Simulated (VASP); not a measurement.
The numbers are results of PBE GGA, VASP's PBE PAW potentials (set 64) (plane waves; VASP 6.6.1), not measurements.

VASP input:

### INCAR
```
# general
SYSTEM =CsPbBr3
PREC   =Accurate
ENCUT  =400
LREAL  =F
LASPH  =T

# electronic loop
EDIFF  =1E-6
NELM   =100
ALGO   =Normal
LMAXMIX=4

# smearing
ISMEAR =0
SIGMA  =0.05

# functional
GGA    =PE

# ions
IBRION =2
NSW    =60
ISIF   =3
EDIFFG =-0.02

# output
LWAVE  =F
LCHARG =F
```

### POSCAR
```
CsPbBr3
1
    5.9693432765    -0.0000000000     0.0000000000
   -0.0000000000     5.9693432765     0.0000000000
   -0.0000000000    -0.0000000000     5.9693432765
Cs Pb Br
1 1 3
Direct
  0.0000000000   0.0000000000   0.0000000000
  0.5000000000   0.5000000000   0.5000000000
  0.5000000000   0.0000000000   0.5000000000
  0.0000000000   0.5000000000   0.5000000000
  0.5000000000   0.5000000000   0.0000000000
```

KPOINTS:
```
Automatic mesh
0
Gamma
4 4 4
0 0 0
```

POTCAR, in this order: Cs_sv Pb_d Br (PBE.64 set). Program: vasp_std.

Unless said otherwise, spin-orbit coupling is left out, though it shifts the bands of the heavy elements here.

### Question
What does the run give for the energy per atom (σ→0), volume per atom, band gap (on the k-mesh)?

### Answer

```
Item                                       Value
------------------------  ----------------------
energy per atom (σ→0)     -306.3 kJ/mol of atoms
band gap (on the k-mesh)                 1.78 eV
volume per atom                    43.31 Å³/atom
```

**OSZICAR**
```
...
       N       E                     dE             d eps       ncg     rms          rms(c)
DAV:   1    -0.158767176051E+02   -0.57945E-02   -0.15054E-01   684   0.400E+00    0.376E-01
DAV:   2    -0.158720771930E+02    0.46404E-02   -0.90733E-03   666   0.947E-01    0.141E-01
DAV:   3    -0.158712068869E+02    0.87031E-03   -0.35956E-03   650   0.557E-01    0.453E-02
DAV:   4    -0.158711935698E+02    0.13317E-04   -0.69002E-05   614   0.526E-02    0.285E-02
DAV:   5    -0.158711841316E+02    0.94383E-05   -0.23682E-05   630   0.431E-02    0.625E-03
DAV:   6    -0.158711835862E+02    0.54540E-06   -0.22484E-06   446   0.174E-02
   3 F= -.15871184E+02 E0= -.15871184E+02  d E =-.441407E-02
```

The compound is CsPbBr3 in the cubic perovskite structure, the ideal cubic form; the compound distorts at low or room temperature. This run relaxes it. Symmetry was kept, so distortions that lower it aren't found. The start is the result of an earlier pass.
